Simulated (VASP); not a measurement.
Crystal: AlRu.

```
CELL_PARAMETERS angstrom
2.99000 0.00000 0.00000
0.00000 2.99000 0.00000
0.00000 0.00000 2.99000
ATOMIC_POSITIONS crystal
Ru 0.00000 0.00000 0.00000
Al 0.50000 0.50000 0.50000
```

The cell was built by a generator and needn't be a form met in nature.

| Quantity | Value |
| --- | --- |
| Program | VASP 6.6.1 |
| Task | relaxation of cell and atoms |
| Functional | LDA |
| Potentials or basis | VASP PAW LDA potentials, release 64 (Ru_pv, Al) |
| Cutoff | 600 eV |
| k mesh | 18 × 18 × 18 |
| Occupations | methfessel-paxton, width 0.2 eV |
| Spin | no spin polarisation |

At the start: pressure -7.4 GPa; volume 13.37 Å³/atom.

Q: How do energy, volume and symmetry change on relaxing?

A: Over 4 steps the energy falls by 10.8 meV/atom and the volume is 12.91 Å³/atom (-3.4 %); space group Pm-3m (No. 221, to 0.05 Å).

The path:
```
step  energy change (eV)  largest force (eV/Å)  pressure (GPa)  volume (Å³)
   1              0.0000                0.0000           -7.43        26.73
   2              0.0414                0.0000           14.95        24.40
   3             -0.0216                0.0000           -0.12        25.84
   4             -0.0216                0.0000            0.00        25.82
```

Final structure:
```
Ru Al
1.0
     2.95575    0.00000    0.00000
     0.00000    2.95575    0.00000
     0.00000    0.00000    2.95575
Ru Al
1 1
Direct
  0.00000 0.00000 0.00000
  0.50000 0.50000 0.50000
```
